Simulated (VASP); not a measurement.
A run of VASP 6.6.1:

File INCAR:

```
PREC = Accurate
ENCUT = 600
EDIFF = 1E-7
ISMEAR = 0
SIGMA = 0.1
LREAL = F
LASPH = T
NELM = 100
ALGO = Normal
ISIF = 3
LWAVE = F
LCHARG = F
METAGGA = R2SCAN
LMIXTAU = T
IBRION = 2
NSW = 80
EDIFFG = -0.004
```

File KPOINTS:

```
Automatic mesh
0
Gamma
  12 12 12
```

Contents of POSCAR:

```
LuAs
1.0
    0.0000000000      2.8381907500      2.8381907500
    2.8381907500      0.0000000000      2.8381907500
    2.8381907500      2.8381907500      0.0000000000
Lu As
1 1
Direct
    0.5000000000      0.5000000000      0.5000000000
    0.0000000000      0.0000000000      0.0000000000
```

Potentials or basis: VASP PAW PBE potentials, release 64 (Lu, As).

Launch:

```sh
$ cat potpaw_PBE.64/Lu/POTCAR potpaw_PBE.64/As/POTCAR > POTCAR
$ mpirun -np 1 vasp_std > vasp.out
```

Hardware: 1 thread of Intel(R) Xeon(R) 6975P-C (Granite Rapids), with other jobs on the host.

Q: How long does it take, and how much memory?

A: It took 5.9 min on 1 thread of Intel(R) Xeon(R) 6975P-C (Granite Rapids), on a shared host, peak memory 0.27 GiB. Counts: scf iterations 58, k points 72, ion steps 4.
